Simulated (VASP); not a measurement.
Here is the system:

```
CELL_PARAMETERS angstrom
      0.00000     2.18514     2.18514
      2.18514     0.00000     2.18514
      2.18514     2.18514     0.00000
ATOMIC_POSITIONS crystal
  C  0.00000 0.00000 0.00000
  W  0.50000 0.50000 0.50000
```

Computed with r2SCAN meta-GGA with spin-orbit coupling, VASP's PBE PAW potentials (set 64) (plane waves; VASP). Settings: 520 eV cut-off, 13×13×13 Γ-centred mesh, Gaussian smearing of 0.050 eV, potentials C W_sv.

Task: Estimate the energy per atom (σ→0), pressure, band gap (over mesh and band path) with the smallest direct gap where there is one.

Result: 
| Item | Result |
|---|---|
| band gap (over mesh and band path) | none (metal, semimetal or under 0.01 eV) |
| energy per atom (σ→0) | -30.674 eV/atom |
| pressure | 1.10 GPa |

Total energies compare only between runs with the same potentials, cut-off and functional.

The structure was generated: WC was put into the rocksalt type (Fm-3m), which need not be its known phase. It was relaxed first, which changed the volume by -13 %. VASP warned that the highest band is occupied, so more bands are needed.
